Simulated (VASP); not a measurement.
The system is W.

```
CELL_PARAMETERS angstrom
-1.58234 1.58234 1.58234
1.58234 -1.58234 1.58234
1.58234 1.58234 -1.58234
ATOMIC_POSITIONS crystal
W 0.00000 0.00000 0.00000
```

```yaml
Program: VASP 6.6.1
Task: relaxation of cell and atoms
Functional: PBE
Potentials_or_basis: VASP PAW PBE potentials, release 64 (W_sv)
Cutoff: 520 eV
k_mesh: 18 × 18 × 18
Occupations: gaussian, width 0.3 eV
Spin: no spin polarisation
```

At the start: pressure 6.3 GPa; volume 15.85 Å³/atom.

Problem. How do energy, volume and symmetry change on relaxing?

Solution. Over 15 steps the energy falls by 6.1 meV/atom and the volume is 16.17 Å³/atom (+2.0 %); space group Im-3m (No. 229, to 0.05 Å).

Step by step:
| step | energy change (eV) | largest force (eV/Å) | pressure (GPa) | volume (Å³) |
| --- | --- | --- | --- | --- |
| 1 | 0.0000 | 0.0000 | 6.31 | 15.85 |
| 2 | 0.0637 | 0.0000 | -18.18 | 17.32 |
| 3 | -0.0061 | 0.0000 | -0.16 | 16.17 |
| 4 | -0.0061 | 0.0000 | -0.02 | 16.17 |
| 5 | -0.0061 | 0.0000 | 0.10 | 16.16 |
| 6 | -0.0061 | 0.0000 | 0.12 | 16.16 |
| 7 | -0.0061 | 0.0000 | 0.08 | 16.16 |
| 8 | -0.0061 | 0.0000 | 0.08 | 16.16 |
| 9 | -0.0061 | 0.0000 | 0.08 | 16.16 |
| 10 | -0.0061 | 0.0000 | 0.08 | 16.16 |
| 11 | -0.0061 | 0.0000 | 0.08 | 16.16 |
| 12 | -0.0061 | 0.0000 | 0.09 | 16.16 |
| 13 | -0.0061 | 0.0000 | 0.06 | 16.16 |
| 14 | -0.0061 | 0.0000 | 0.04 | 16.16 |
| 15 | -0.0061 | 0.0000 | 0.00 | 16.17 |

Final structure:
```
W
1.0
    -1.59285    1.59285    1.59285
     1.59285   -1.59285    1.59285
     1.59285    1.59285   -1.59285
W
1
Direct
  0.00000 0.00000 0.00000
```
